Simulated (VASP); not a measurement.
Bi2Se3 (Paraguanajuatite):

```
Bi Se
1.0
     2.07150    1.19598    9.54533
    -2.07150    1.19598    9.54533
     0.00000   -2.39196    9.54533
Bi Se
2 3
Direct
  0.40080 0.40080 0.40080
  0.59920 0.59920 0.59920
  0.00000 0.00000 0.00000
  0.21170 0.21170 0.21170
  0.78830 0.78830 0.78830
```

```yaml
Program: VASP 6.6.1
Task: relaxation of cell and atoms
Functional: PBE
Potentials_or_basis: VASP PAW PBE potentials, release 64 (Bi, Se)
Cutoff: 300 eV
k_mesh: 4 × 4 × 4
Occupations: gaussian, width 0.03 eV
Spin: no spin polarisation
```

At the start: pressure 2.4 GPa; volume 28.38 Å³/atom.

Problem. How do energy, volume and symmetry change on relaxing?

Solution. Over 16 steps the energy falls by 15.0 meV/atom and the volume is 31.44 Å³/atom (+10.8 %); space group R-3m (No. 166, to 0.05 Å).

The path:
```tsv
step	energy change (eV)	largest force (eV/Å)	pressure (GPa)	volume (Å³)
1	0.0000	0.2233	2.42	141.89
2	-0.0204	0.3824	-1.44	150.87
3	-0.0398	0.1660	0.04	147.06
4	-0.0421	0.1390	0.03	147.36
5	-0.0467	0.1178	-0.02	148.28
6	-0.0450	0.2612	-0.09	150.12
7	-0.0477	0.1740	-0.05	148.99
8	-0.0496	0.1584	-0.05	149.14
9	-0.0547	0.1101	-0.03	149.60
10	-0.0618	0.0188	0.02	150.53
11	-0.0649	0.1793	0.20	152.36
12	-0.0681	0.1589	0.10	153.35
13	-0.0733	0.0921	-0.16	156.31
14	-0.0739	0.0683	-0.26	157.57
15	-0.0741	0.0494	0.26	156.89
16	-0.0748	0.0055	0.02	157.20
```

Final structure:
```xyz
5
Lattice="2.0941 1.2090 10.3483 -2.0941 1.2090 10.3483 0.0000 -2.4180 10.3483" Properties=species:S:1:pos:R:3 pbc="T T T"
Bi    0.0000    0.0000   12.2876
Bi    0.0000    0.0000   18.7572
Se    0.0000    0.0000    0.0000
Se    0.0000    0.0000    6.8472
Se    0.0000    0.0000   24.1976
```

Caveat: the k mesh is coarse (spacing up to 0.44 Å⁻¹), so the values aren't converged; the volume moved by +11 % from the deposited cell, more than functionals usually miss.
